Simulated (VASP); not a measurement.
Data:

```
CuTe
1.0
    0.00000     2.88957     2.88957
    2.88957     0.00000     2.88957
    2.88957     2.88957     0.00000
Te Cu
1 1
Direct
  0.25000   0.25000   0.25000
  0.00000   0.00000   0.00000
```

Computed with PBE GGA, VASP's PBE PAW potentials (set 64) (plane waves; VASP). Settings: 400 eV cut-off, 7×7×7 Γ-centred mesh, Gaussian smearing of 0.050 eV, potentials Te Cu.

**Question.** Give the stress tensor in GPa (positive for a compressed cell).

**Answer.** 
```
3.92  0.00  0.00
0.00  3.92  0.00
0.00  0.00  3.92
```
The pressure is its mean diagonal, 3.92 GPa.

The structure was generated: CuTe was put into the zincblende type (F-43m), which need not be its known phase. The cell was not relaxed at this level. The electron count is odd and the run is not spin-polarised, which forces a metal.
